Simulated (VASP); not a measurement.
Data:

```
CELL_PARAMETERS angstrom
      2.93545     0.00000     0.00000
      0.00000     2.93545     0.00000
      0.00000     0.00000     2.93545
ATOMIC_POSITIONS crystal
  Cr 0.00000 0.00000 0.00000
  Cr 0.50000 0.50000 0.50000
```
Starting moments (μB, in the order of the record's atoms Cr Cr): 1.0 -1.0.

The numbers are results of vdW-DF2, VASP's PBE PAW potentials (set 64) (plane waves; VASP), not measurements. Numerical set-up: 520 eV cut-off, 13×13×13 Γ-centred mesh, first-order Methfessel-Paxton smearing of 0.10 eV, potentials Cr_pv.

Q: Predict the cell moment, energy per atom (σ→0), pressure, band gap (on the k-mesh) with the smallest direct gap where there is one.

A: 
The band gap (on the k-mesh) comes out as none (metal, semimetal or under 0.01 eV), the cell moment is 0.00 μB and the energy per atom (σ→0) is -5.654 eV/atom. The pressure is -4.60 GPa.

Q: Give the moment on each site (PAW-sphere projection).

A: 
```json
[
 {"site": "Cr1", "moment (μB)": "1.17"},
 {"site": "Cr2", "moment (μB)": "-1.17"}
]
```

The compound is Cr in the bcc, AFM order structure. This cell is one point of a volume scan, at 1.03 of the reference volume.
